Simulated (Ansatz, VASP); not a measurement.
**SnTe: VASP beside Ansatz**

Aim: how closely do two programs agree when they are given the same cell, functional and k mesh? The cell is taken from a series of runs on this material, whose earlier steps may have relaxed, scaled, displaced or heated it; both programs get it as it stands.

Calculated with Ansatz 0.2.0; plane waves, with VASP 6.6.1 beside it; zone-centre phonons at r2SCAN.

**1. Starting point**

It takes space group Fm-3m (No. 225, cubic). The conventional cell has a = 6.374 Å, b = 6.374 Å, c = 6.374 Å, α = 90.00°, β = 90.00°, γ = 90.00°. Nearest to Sn lie 6 Te at 3.19 Å. Te has 6 Sn at 3.19 Å nearest. Farther neighbours and most contacts between anions are not listed.

As a file:

```cif
data_structure
_symmetry_space_group_name_H-M 'Fm-3m'
_symmetry_Int_Tables_number 225
_cell_length_a 6.3740
_cell_length_b 6.3740
_cell_length_c 6.3740
_cell_angle_alpha 90.000
_cell_angle_beta 90.000
_cell_angle_gamma 90.000
_cell_volume 258.96
loop_
_atom_site_label
_atom_site_type_symbol
_atom_site_symmetry_multiplicity
_atom_site_Wyckoff_symbol
_atom_site_fract_x
_atom_site_fract_y
_atom_site_fract_z
_atom_site_occupancy
Sn1 Sn 4 a 0.00000 0.00000 0.00000 1
Te1 Te 4 b 0.50000 0.00000 0.00000 1
```

**2. VASP: zone-centre phonons, r2SCAN**

Second derivatives magnify differences that forces hide, and they need a tight electronic threshold.

Lines of VASP's logs that name or quote its potential files are left out, and so is its time.

Input file INCAR:

```
SYSTEM = SnTe
PREC = Accurate
ENCUT = 550
EDIFF = 1E-08
NELM = 120
ISMEAR = 0
SIGMA = 0.01
LREAL = .FALSE.
ALGO = Normal
METAGGA = R2SCAN
LASPH = .TRUE.
NBANDS = 16
LORBIT = 11
LWAVE = .FALSE.
LCHARG = .FALSE.
ISIF = 2
IBRION = 6
NFREE = 2
POTIM = 0.015
NSW = 1
GGA_COMPAT = .FALSE.
EFERMI = MIDGAP
LMIXTAU = .TRUE.
KPAR = 2
```

Input file POSCAR:

```
SnTe
1.0
    0.0000000000      3.1869875906      3.1869875906
    3.1869875906      0.0000000000      3.1869875906
    3.1869875906      3.1869875906      0.0000000000
Sn Te
1 1
Direct
    0.0000000000      0.0000000000      0.0000000000
    0.5000000000      0.5000000000      0.5000000000
```

Input file KPOINTS:

```
Automatic mesh
0
Gamma
8 8 8
0 0 0
```

PAW data sets: Sn_d and Te (PBE family, release 64).

Run with:

```sh
$ mpirun -np 2 vasp_std
```

Numbers of over 12 decimals in the logs are rounded to 6 here.

What it wrote:

```text
[banner, memory and clock lines left out]
running    2 mpi-ranks, on    1 nodes
 distrk:  each k-point on    1 cores,    2 groups
 distr:  one band on    1 cores,    1 groups

 POSCAR found type information on POSCAR SnTe
 POSCAR found :  2 types and       2 ions
|                                                                             |
|               ----> ADVICE to this user running VASP <----                  |
|                                                                             |
|     You enforced a specific xc type in the INCAR file but a different       |
|     [... a line on the potential file left out ...]
|     I HOPE YOU KNOW WHAT YOU ARE DOING!                                     |
|                                                                             |

 LDA part: xc-table for (None), standard interpolation
 POSCAR, INCAR and KPOINTS ok, starting setup
 FFT: planning ... GRIDC
 FFT: planning ... GRID_SOFT
 FFT: planning ... GRID
 WAVECAR not read
 entering main loop
       N       E                     dE             d eps       ncg     rms          rms(c)
DAV:   1     0.897933774827E+02    0.89793E+02   -0.10130E+04   936   0.150E+03
DAV:   2    -0.418100274867E+02   -0.13160E+03   -0.12866E+03   984   0.386E+02
DAV:   3    -0.534719928096E+02   -0.11662E+02   -0.11629E+02  1160   0.967E+01
DAV:   4    -0.537830877856E+02   -0.31109E+00   -0.31104E+00  1104   0.168E+01
DAV:   5    -0.537967270002E+02   -0.13639E-01   -0.13639E-01  1408   0.334E+00    0.438E+00
DAV:   6    -0.506018673876E+02    0.31949E+01   -0.88779E-01  1152   0.141E+01    0.327E+00
DAV:   7    -0.505093294388E+02    0.92538E-01   -0.77373E-01  1000   0.830E+00    0.977E-01
DAV:   8    -0.506341874603E+02   -0.12486E+00   -0.61703E-01   928   0.558E+00    0.503E-01
DAV:   9    -0.506666958883E+02   -0.32508E-01   -0.22610E-02  1152   0.108E+00    0.507E-01
DAV:  10    -0.506563436085E+02    0.10352E-01   -0.52258E-03  1040   0.446E-01    0.676E-01
DAV:  11    -0.506837108354E+02   -0.27367E-01   -0.96878E-02   968   0.196E+00    0.152E-01
DAV:  12    -0.506860325598E+02   -0.23217E-02   -0.48915E-03  1080   0.479E-01    0.133E-01
DAV:  13    -0.506834800147E+02    0.25525E-02   -0.16320E-03  1048   0.311E-01    0.295E-01
DAV:  14    -0.506866231432E+02   -0.31431E-02   -0.53302E-03   928   0.619E-01    0.210E-02
[...]
DAV:  18    -0.506867112040E+02   -0.11896E-04   -0.48225E-05  1096   0.792E-02    0.114E-02
DAV:  19    -0.506867107051E+02    0.49893E-06   -0.24135E-06  1032   0.190E-02    0.101E-02
DAV:  20    -0.506867115549E+02   -0.84978E-06   -0.21951E-07  1136   0.563E-03    0.524E-03
DAV:  21    -0.506867117891E+02   -0.23417E-06   -0.17663E-07  1208   0.466E-03    0.150E-03
DAV:  22    -0.506867119609E+02   -0.17183E-06   -0.31903E-08  1016   0.181E-03    0.894E-04
DAV:  23    -0.506867118452E+02    0.11569E-06   -0.62315E-09   696   0.647E-04    0.394E-04
DAV:  24    -0.506867118582E+02   -0.12960E-07   -0.32320E-09   544   0.580E-04    0.533E-04
DAV:  25    -0.506867118652E+02   -0.70063E-08   -0.13525E-09   504   0.495E-04
   1 F= -.50686712E+02 E0= -.50686712E+02  d E =-.294808E-24
[...]
2 F= -.50686809E+02 E0= -.50686809E+02  d E =-.767996E-26
[...]
3 F= -.50686809E+02 E0= -.50686809E+02  d E =-.768106E-26
[...]
4 F= -.50686808E+02 E0= -.50686808E+02  d E =-.766856E-26
 Finite differences progress:
  Degree of freedom:   2/  2
  Displacement:        1/  2
  Total:               3/  4
 bond charge predicted
       N       E                     dE             d eps       ncg     rms          rms(c)
DAV:   1    -0.506849774483E+02    0.18307E-02   -0.35462E-01  1936   0.219E+00    0.110E-01
DAV:   2    -0.506867203111E+02   -0.17429E-02   -0.94396E-03  2176   0.566E-01    0.458E-02
DAV:   3    -0.506867401910E+02   -0.19880E-04   -0.23005E-04  2656   0.108E-01    0.447E-02
DAV:   4    -0.506867991929E+02   -0.59002E-04   -0.12499E-04  2224   0.714E-02    0.318E-02
DAV:   5    -0.506867529922E+02    0.46201E-04   -0.77255E-05  2016   0.625E-02    0.710E-03
DAV:   6    -0.506868057020E+02   -0.52710E-04   -0.70319E-05  2000   0.531E-02    0.140E-02
DAV:   7    -0.506868079527E+02   -0.22507E-05   -0.13725E-06  2424   0.832E-03    0.831E-03
DAV:   8    -0.506868073122E+02    0.64050E-06   -0.36233E-07  2160   0.428E-03    0.511E-03
DAV:   9    -0.506868081932E+02   -0.88102E-06   -0.33466E-07  2016   0.458E-03    0.907E-04
DAV:  10    -0.506868081987E+02   -0.55015E-08   -0.14232E-08  2136   0.886E-04
   5 F= -.50686808E+02 E0= -.50686808E+02  d E =-.767880E-26
 Finite differences progress:
  Degree of freedom:   2/  2
  Displacement:        2/  2
  Total:               4/  4
```

Parts of OUTCAR (step 2):

```text
ion  position               nearest neighbor table
   1  0.000  0.000  0.000-   2 3.19   2 3.19   2 3.19   2 3.19   2 3.19   2 3.19
   2  0.500  0.500  0.500-   1 3.19   1 3.19   1 3.19   1 3.19   1 3.19   1 3.19

  LATTYP: Found a face centered cubic cell.
 ALAT       =     6.3739751812

 Subroutine GETGRP returns: Found 48 space group operations
 (whereof 48 operations were pure point group operations)

The static configuration has the point symmetry O_h .

 Found     29 irreducible k-points:

   k-points           NKPTS =     29   k-points in BZ     NKDIM =     29   number of bands    NBANDS=     16

   dimension x,y,z NGX =    36 NGY =   36 NGZ =   36
   dimension x,y,z NGXF=    72 NGYF=   72 NGZF=   72

   ENCUT  =  550.0 eV  40.42 Ry    6.36 a.u.   8.62  8.62  8.62*2*pi/ulx,y,z

   NELECT =      20.0000    total number of electrons

 k-points in reciprocal lattice and weights: Automatic mesh
   0.00000000  0.00000000  0.00000000       0.002
   0.12500000  0.00000000  0.00000000       0.016
   0.25000000  0.00000000  0.00000000       0.016
   0.37500000  0.00000000  0.00000000       0.016
   0.50000000  0.00000000  0.00000000       0.008
   0.12500000  0.12500000  0.00000000       0.012
   0.25000000  0.12500000  0.00000000       0.047
   0.37500000  0.12500000  0.00000000       0.047
   0.50000000  0.12500000  0.00000000       0.047
[...]
-0.37500000  0.50000000  0.12500000       0.023
  -0.25000000  0.50000000  0.25000000       0.012

 average (electrostatic) potential at core
       1-106.6281       2 -93.0911

 E-fermi :   6.6587

 k-point     1 :       0.0000    0.0000    0.0000
  band No.  band energies     occupation
    ...
      6      -6.6462      2.00000
      7       1.7109      2.00000
      8       4.2018      2.00000
      9       4.2025      2.00000
     10       4.2025      2.00000
     11       9.9515      0.00000
     12       9.9515      0.00000
     13       9.9536      0.00000
     14      11.6226      0.00000
     15      11.6240      0.00000
    ...

 k-point     2 :       0.1250    0.0000    0.0000
  band No.  band energies     occupation
    ...
      6      -6.5141      2.00000
      7       0.9658      2.00000
      8       4.2296      2.00000
      9       4.2301      2.00000
     10       4.7512      2.00000
     11       9.2652      0.00000
     12       9.2654      0.00000
     13       9.3418      0.00000
     14      11.5731      0.00000
     15      11.9450      0.00000
    ...

 k-point     3 :       0.2500    0.0000    0.0000
  band No.  band energies     occupation
    ...
      6      -6.1433      2.00000
      7      -0.3473      2.00000
      8       4.3227      2.00000
      9       4.3234      2.00000
     10       5.5241      2.00000
     11       8.1465      0.00000
     12       8.1473      0.00000
     13       8.2898      0.00000
     14      12.0045      0.00000
     15      12.8428      0.00000
    ...

  Total        0.0017080      0.0003969      0.0003969      0.0000000      0.0000000      0.0000000
  in kB        0.0422705      0.0098214      0.0098214      0.0000000      0.0000000      0.0000000
  external PRESSURE =       0.0206378 kB  Pullay stress =       0.0000000 kB

  energy-cutoff  :      550.00
  volume of cell :       64.74
      direct lattice vectors                 reciprocal lattice vectors
     0.000000000  3.186987591  3.186987591    -0.156887966  0.156887966  0.156887966
     3.186987591  0.000000000  3.186987591     0.156887966 -0.156887966  0.156887966
     3.186987591  3.186987591  0.000000000     0.156887966  0.156887966 -0.156887966

 POSITION                                       TOTAL-FORCE (eV/Angst)
 -----------------------------------------------------------------------------------
      0.00000      0.00000      0.00000         0.012698      0.000000      0.000000
      3.17199      3.18699      3.18699        -0.012698      0.000000      0.000000
 -----------------------------------------------------------------------------------
    total drift:                               -0.000001     -0.000000     -0.000000

  FREE ENERGIE OF THE ION-ELECTRON SYSTEM (eV)
  ---------------------------------------------------
  free  energy   TOTEN  =       -50.6868081987 eV

  energy  without entropy=      -50.6868081987  energy(sigma->0) =      -50.68680820

 Eigenvectors and eigenvalues of the dynamical matrix
 ----------------------------------------------------

   1 f  =    0.002314 THz     0.014540 2PiTHz    0.077192 cm-1     0.009571 meV
             X         Y         Z           dx          dy          dz
      0.000000  0.000000  0.000000     0.000000   -0.695138    0.000000
      3.186988  3.186988  3.186988     0.000000   -0.718877    0.000000

   2 f  =    0.002314 THz     0.014540 2PiTHz    0.077192 cm-1     0.009571 meV
             X         Y         Z           dx          dy          dz
      0.000000  0.000000  0.000000    -0.695138    0.000000    0.000000
      3.186988  3.186988  3.186988    -0.718877    0.000000    0.000000

   3 f  =    0.002314 THz     0.014540 2PiTHz    0.077192 cm-1     0.009571 meV
             X         Y         Z           dx          dy          dz
      0.000000  0.000000  0.000000     0.000000    0.000000   -0.695138
      3.186988  3.186988  3.186988     0.000000    0.000000   -0.718877

   4 f/i=    1.831843 THz    11.509811 2PiTHz   61.103718 cm-1     7.575892 meV
             X         Y         Z           dx          dy          dz
      0.000000  0.000000  0.000000     0.000000    0.718877    0.000000
      3.186988  3.186988  3.186988     0.000000   -0.695138    0.000000

   5 f/i=    1.831843 THz    11.509811 2PiTHz   61.103718 cm-1     7.575892 meV
             X         Y         Z           dx          dy          dz
      0.000000  0.000000  0.000000     0.000000    0.000000   -0.718877
      3.186988  3.186988  3.186988     0.000000    0.000000    0.695138

   6 f/i=    1.831843 THz    11.509811 2PiTHz   61.103718 cm-1     7.575892 meV
             X         Y         Z           dx          dy          dz
      0.000000  0.000000  0.000000    -0.718877    0.000000    0.000000
      3.186988  3.186988  3.186988     0.695138    0.000000    0.000000

 ELASTIC MODULI CONTR FROM IONIC RELAXATION (kBar)
 Direction    XX          YY          ZZ          XY          YZ          ZX
 --------------------------------------------------------------------------------
 XX           0.0000      0.0000      0.0000      0.0000      0.0000      0.0000
 YY           0.0000      0.0000      0.0000      0.0000      0.0000      0.0000
 ZZ           0.0000      0.0000      0.0000      0.0000      0.0000      0.0000
 XY           0.0000      0.0000      0.0000      0.0000      0.0000      0.0000
 YZ           0.0000      0.0000      0.0000      0.0000      0.0000      0.0000
 ZX           0.0000      0.0000      0.0000      0.0000      0.0000      0.0000
 --------------------------------------------------------------------------------

 total charge
# of ion       s       p       d       tot
------------------------------------------
    1        1.351   0.726   9.978  12.055
    2        1.381   2.004   0.027   3.413
--------------------------------------------------
tot          2.732   2.731  10.006  15.468

[... 3 further parts left out ...]
```

CONTCAR:

```
SnTe
   1.00000000000000
     0.0000000000000000    3.1869875905999998    3.1869875905999998
     3.1869875905999998    0.0000000000000000    3.1869875905999998
     3.1869875905999998    3.1869875905999998    0.0000000000000000
  Sn              Te
     1     1
Direct
     0.0000000000000000    0.0000000000000000    0.0000000000000000
     0.5023533194864398    0.4976466805135605    0.4976466805135605
```

The last energy, forces, stress and levels in OUTCAR belong to the last displaced cell, not to the cell of POSCAR.

Levels, forces or a CONTCAR printed for this step are those of its last displaced cell, not of the structure at rest.

[end of part 1 of 2]

[Lines on the potential files, build, host, timing and source positions are cut from VASP's logs without a mark.]

[Logs are printed without paths, hosts, clocks, repeated set-up lines and the standing remarks that a program may print on its own settings, such as how far it seeks lower states.]

[Hosts, paths, dates, database ids (printed as entryN), source tags and the programs' standing remarks are cut or masked in the printed files.]
